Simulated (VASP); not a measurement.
OSZICAR of a VASP run on PbS (space group Fm-3m):

File OSZICAR:
```
       N       E                     dE             d eps       ncg     rms          rms(c)
DAV:   1     0.135750843392E+03    0.13575E+03   -0.73584E+03   560   0.984E+02
DAV:   2     0.103451747580E+01   -0.13472E+03   -0.13193E+03   614   0.306E+02
DAV:   3    -0.900051011261E+01   -0.10035E+02   -0.98970E+01   704   0.894E+01
DAV:   4    -0.919120806401E+01   -0.19070E+00   -0.19061E+00   646   0.147E+01
DAV:   5    -0.919850140969E+01   -0.72933E-02   -0.72931E-02   756   0.265E+00    0.487E+00
DAV:   6    -0.873142805786E+01    0.46707E+00   -0.14016E+00   836   0.920E+00    0.347E+00
DAV:   7    -0.873112489449E+01    0.30316E-03   -0.14989E-01   590   0.223E+00    0.192E+00
DAV:   8    -0.873432955122E+01   -0.32047E-02   -0.15275E-02   620   0.162E+00    0.174E-01
DAV:   9    -0.873408276930E+01    0.24678E-03   -0.27493E-03   862   0.557E-01    0.872E-02
DAV:  10    -0.873423265528E+01   -0.14989E-03   -0.30188E-04   602   0.135E-01    0.394E-02
DAV:  11    -0.873424482471E+01   -0.12169E-04   -0.81658E-05   696   0.111E-01    0.190E-02
DAV:  12    -0.873424560777E+01   -0.78306E-06   -0.50552E-06   704   0.226E-02
   1 F= -.87342456E+01 E0= -.87342456E+01  d E =-.250084E-17
```

**Question.** Which electronic solver shows in the log?

**Answer.** It is blocked Davidson (ALGO = Normal, or the opening steps of other solvers). The INCAR had ALGO = Normal.

**Question.** Can the final energy be trusted as converged?

**Answer.** The calculation finished and met its thresholds. It stopped with EDIFF = 1E-6, NELM = 100 (PBE GGA, plane waves, VASP's PBE PAW potentials (set 64)).

The structure is a typed PbS crystal. The cell was not relaxed at this level.
